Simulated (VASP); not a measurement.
OSZICAR of a VASP run on KBr:

OSZICAR:
```
       N       E                     dE             d eps       ncg     rms          rms(c)
DAV:   1     0.496226135678E+03    0.49623E+03   -0.22110E+04   520   0.104E+03
DAV:   2     0.420007995353E+02   -0.45423E+03   -0.44734E+03   622   0.276E+02
DAV:   3    -0.239415721781E+02   -0.65942E+02   -0.65771E+02   618   0.894E+01
DAV:   4    -0.261517186707E+02   -0.22101E+01   -0.22069E+01   538   0.209E+01
DAV:   5    -0.263410029244E+02   -0.18928E+00   -0.18925E+00   872   0.407E+00    0.619E+00
DAV:   6    -0.252344905983E+02    0.11065E+01   -0.18287E+00   516   0.421E+00    0.444E+00
DAV:   7    -0.249270938431E+02    0.30740E+00   -0.11643E+00   544   0.400E+00    0.221E+00
DAV:   8    -0.248976920407E+02    0.29402E-01   -0.18175E-01   624   0.211E+00    0.479E-01
DAV:   9    -0.248971569394E+02    0.53510E-03   -0.13809E-02   610   0.535E-01    0.266E-01
DAV:  10    -0.248949830678E+02    0.21739E-02   -0.17481E-02   528   0.567E-01    0.121E-01
DAV:  11    -0.248960851047E+02   -0.11020E-02   -0.80465E-03   572   0.321E-01    0.109E-01
DAV:  12    -0.249000259138E+02   -0.39408E-02   -0.24219E-03   530   0.211E-01    0.398E-02
DAV:  13    -0.249010373893E+02   -0.10115E-02   -0.84907E-04   698   0.106E-01    0.276E-02
DAV:  14    -0.249024575315E+02   -0.14201E-02   -0.30820E-04   492   0.725E-02    0.293E-02
DAV:  15    -0.249030026193E+02   -0.54509E-03   -0.66142E-05   440   0.306E-02    0.141E-02
DAV:  16    -0.249035277215E+02   -0.52510E-03   -0.66151E-05   426   0.300E-02    0.659E-03
DAV:  17    -0.249036089687E+02   -0.81247E-04   -0.84569E-06   376   0.112E-02    0.771E-03
DAV:  18    -0.249037513937E+02   -0.14242E-03   -0.15298E-05   386   0.111E-02    0.249E-03
DAV:  19    -0.249037922689E+02   -0.40875E-04   -0.48870E-06   354   0.574E-03    0.295E-03
DAV:  20    -0.249038222619E+02   -0.29993E-04   -0.11882E-06   330   0.397E-03    0.129E-03
DAV:  21    -0.249038718946E+02   -0.49633E-04   -0.32335E-06   346   0.404E-03    0.204E-03
DAV:  22    -0.249038776537E+02   -0.57592E-05   -0.62392E-07   336   0.270E-03
   1 F= -.24903878E+02 E0= -.24903878E+02  d E =-.249039E+02
       N       E                     dE             d eps       ncg     rms          rms(c)
DAV:   1    -0.249093501430E+02   -0.54782E-02   -0.91781E-01   492   0.418E+00    0.239E-01
DAV:   2    -0.249117586125E+02   -0.24085E-02   -0.26980E-02   522   0.893E-01    0.105E-01
DAV:   3    -0.249118053528E+02   -0.46740E-04   -0.12954E-03   688   0.127E-01    0.739E-02
DAV:   4    -0.249117876882E+02    0.17665E-04   -0.68686E-05   510   0.408E-02    0.435E-02
DAV:   5    -0.249117963138E+02   -0.86256E-05   -0.60235E-05   440   0.387E-02
   2 F= -.24911796E+02 E0= -.24911796E+02  d E =-.791866E-02
       N       E                     dE             d eps       ncg     rms          rms(c)
DAV:   1    -0.249076282033E+02    0.41595E-02   -0.82701E+00   456   0.126E+01    0.727E-01
DAV:   2    -0.249295859032E+02   -0.21958E-01   -0.24525E-01   522   0.269E+00    0.322E-01
DAV:   3    -0.249300106521E+02   -0.42475E-03   -0.11572E-02   706   0.382E-01    0.229E-01
DAV:   4    -0.249298529129E+02    0.15774E-03   -0.64005E-04   516   0.126E-01    0.133E-01
DAV:   5    -0.249299291899E+02   -0.76277E-04   -0.56048E-04   520   0.118E-01    0.375E-02
DAV:   6    -0.249300127729E+02   -0.83583E-04   -0.11670E-04   550   0.512E-02    0.139E-02
DAV:   7    -0.249300384098E+02   -0.25637E-04   -0.13500E-05   370   0.172E-02    0.105E-02
DAV:   8    -0.249300818786E+02   -0.43469E-04   -0.95100E-06   364   0.122E-02    0.611E-03
DAV:   9    -0.249301128178E+02   -0.30939E-04   -0.61244E-06   340   0.938E-03    0.277E-03
DAV:  10    -0.249301397751E+02   -0.26957E-04   -0.60209E-06   364   0.711E-03    0.239E-03
DAV:  11    -0.249301480207E+02   -0.82456E-05   -0.13615E-06   336   0.406E-03
   3 F= -.24930148E+02 E0= -.24930148E+02  d E =-.262704E-01
       N       E                     dE             d eps       ncg     rms          rms(c)
DAV:   1    -0.248499757656E+02    0.80164E-01   -0.33115E+01   456   0.252E+01    0.149E+00
DAV:   2    -0.249398509018E+02   -0.89875E-01   -0.10045E+00   516   0.544E+00    0.685E-01
DAV:   3    -0.249413490162E+02   -0.14981E-02   -0.46070E-02   720   0.768E-01    0.496E-01
DAV:   4    -0.249404576802E+02    0.89134E-03   -0.25132E-03   522   0.254E-01    0.288E-01
DAV:   5    -0.249404369827E+02    0.20697E-04   -0.22829E-03   534   0.242E-01    0.822E-02
DAV:   6    -0.249406662185E+02   -0.22924E-03   -0.45969E-04   560   0.103E-01    0.270E-02
DAV:   7    -0.249407309149E+02   -0.64696E-04   -0.57167E-05   482   0.343E-02    0.214E-02
DAV:   8    -0.249408278933E+02   -0.96978E-04   -0.28249E-05   420   0.234E-02    0.109E-02
DAV:   9    -0.249408927368E+02   -0.64843E-04   -0.15393E-05   364   0.160E-02    0.457E-03
DAV:  10    -0.249409331297E+02   -0.40393E-04   -0.74564E-06   346   0.969E-03    0.500E-03
DAV:  11    -0.249409756602E+02   -0.42531E-04   -0.11039E-05   352   0.110E-02    0.226E-03
DAV:  12    -0.249409853313E+02   -0.96710E-05   -0.19169E-06   336   0.538E-03
   4 F= -.24940985E+02 E0= -.24940985E+02  d E =-.371077E-01
       N       E                     dE             d eps       ncg     rms          rms(c)
DAV:   1    -0.249381444050E+02    0.28313E-02   -0.13475E+00   486   0.507E+00    0.291E-01
DAV:   2    -0.249416860915E+02   -0.35417E-02   -0.39871E-02   516   0.109E+00    0.132E-01
DAV:   3    -0.249417309712E+02   -0.44880E-04   -0.18773E-03   706   0.154E-01    0.954E-02
DAV:   4    -0.249416902290E+02    0.40742E-04   -0.10488E-04   528   0.506E-02    0.556E-02
DAV:   5    -0.249416820760E+02    0.81530E-05   -0.93948E-05   468   0.486E-02
   5 F= -.24941682E+02 E0= -.24941682E+02  d E =-.378044E-01
       N       E                     dE             d eps       ncg     rms          rms(c)
DAV:   1    -0.249419093459E+02   -0.21912E-03   -0.37126E-01   456   0.269E+00    0.170E-01
DAV:   2    -0.249430065855E+02   -0.10972E-02   -0.12416E-02   492   0.598E-01    0.723E-02
DAV:   3    -0.249430095684E+02   -0.29829E-05   -0.47230E-04   688   0.801E-02    0.521E-02
DAV:   4    -0.249429901849E+02    0.19383E-04   -0.37551E-05   456   0.297E-02    0.322E-02
DAV:   5    -0.249429827979E+02    0.73870E-05   -0.27727E-05   414   0.258E-02
   6 F= -.24942983E+02 E0= -.24942983E+02  d E =-.130072E-02
       N       E                     dE             d eps       ncg     rms          rms(c)
DAV:   1    -0.249353580644E+02    0.76321E-02   -0.33473E+00   456   0.809E+00    0.506E-01
DAV:   2    -0.249452949852E+02   -0.99369E-02   -0.11167E-01   504   0.179E+00    0.224E-01
DAV:   3    -0.249453587017E+02   -0.63717E-04   -0.41871E-03   696   0.239E-01    0.161E-01
DAV:   4    -0.249452022729E+02    0.15643E-03   -0.35514E-04   524   0.916E-02    0.977E-02
DAV:   5    -0.249451595064E+02    0.42767E-04   -0.23494E-04   538   0.731E-02    0.341E-02
DAV:   6    -0.249451584657E+02    0.10406E-05   -0.43475E-05   490   0.315E-02
   7 F= -.24945158E+02 E0= -.24945158E+02  d E =-.347639E-02
       N       E                     dE             d eps       ncg     rms          rms(c)
DAV:   1    -0.249434436114E+02    0.17159E-02   -0.64729E-01   456   0.356E+00    0.225E-01
DAV:   2    -0.249453424105E+02   -0.18988E-02   -0.21547E-02   486   0.789E-01    0.974E-02
DAV:   3    -0.249453503678E+02   -0.79572E-05   -0.80110E-04   688   0.105E-01    0.696E-02
DAV:   4    -0.249453163447E+02    0.34023E-04   -0.72056E-05   468   0.414E-02    0.418E-02
DAV:   5    -0.249453055327E+02    0.10812E-04   -0.47960E-05   426   0.334E-02    0.146E-02
DAV:   6    -0.249453041834E+02    0.13493E-05   -0.79775E-06   330   0.155E-02
   8 F= -.24945304E+02 E0= -.24945304E+02  d E =-.362211E-02
       N       E                     dE             d eps       ncg     rms          rms(c)
DAV:   1    -0.249438563579E+02    0.14492E-02   -0.94966E-01   486   0.374E+00    0.251E-01
DAV:   2    -0.249465041548E+02   -0.26478E-02   -0.29560E-02   516   0.796E-01    0.100E-01
DAV:   3    -0.249465543275E+02   -0.50173E-04   -0.11314E-03   684   0.104E-01    0.724E-02
DAV:   4    -0.249465455397E+02    0.87877E-05   -0.53925E-05   520   0.317E-02
   9 F= -.24946546E+02 E0= -.24946546E+02  d E =-.124136E-02
       N       E                     dE             d eps       ncg     rms          rms(c)
DAV:   1    -0.249238054823E+02    0.22749E-01   -0.85311E+00   456   0.112E+01    0.747E-01
DAV:   2    -0.249478176593E+02   -0.24012E-01   -0.26706E-01   522   0.240E+00    0.311E-01
DAV:   3    -0.249483568221E+02   -0.53916E-03   -0.99918E-03   684   0.311E-01    0.226E-01
DAV:   4    -0.249482933329E+02    0.63489E-04   -0.50952E-04   488   0.973E-02    0.146E-01
DAV:   5    -0.249484493961E+02   -0.15606E-03   -0.55393E-04   492   0.104E-01    0.437E-02
DAV:   6    -0.249485483855E+02   -0.98989E-04   -0.10412E-04   558   0.414E-02    0.148E-02
DAV:   7    -0.249486077618E+02   -0.59376E-04   -0.11379E-05   358   0.132E-02    0.170E-02
DAV:   8    -0.249486610061E+02   -0.53244E-04   -0.92625E-06   350   0.116E-02    0.930E-03
DAV:   9    -0.249487346510E+02   -0.73645E-04   -0.26034E-05   378   0.158E-02    0.616E-03
DAV:  10    -0.249487507433E+02   -0.16092E-04   -0.27572E-06   336   0.633E-03    0.674E-03
DAV:  11    -0.249487632637E+02   -0.12520E-04   -0.39799E-06   336   0.494E-03    0.441E-03
DAV:  12    -0.249487670025E+02   -0.37389E-05   -0.80400E-07   336   0.284E-03
  10 F= -.24948767E+02 E0= -.24948767E+02  d E =-.346282E-02
```

Question: Which electronic solver shows in the log?

Answer: It is blocked Davidson (ALGO = Normal, or the opening steps of other solvers). The INCAR had ALGO = Normal.

Question: Can the final energy be trusted as converged?

Answer: The run converged. It stopped with EDIFF = 1E-5, NELM = 100, NSW = 50 and EDIFFG = -0.03 after 10 ionic steps (PBEsol GGA, plane waves, VASP's PBE PAW potentials (set 64)).

The cell is a thin slab with vacuum, built from KBr (rock salt): (110) face.
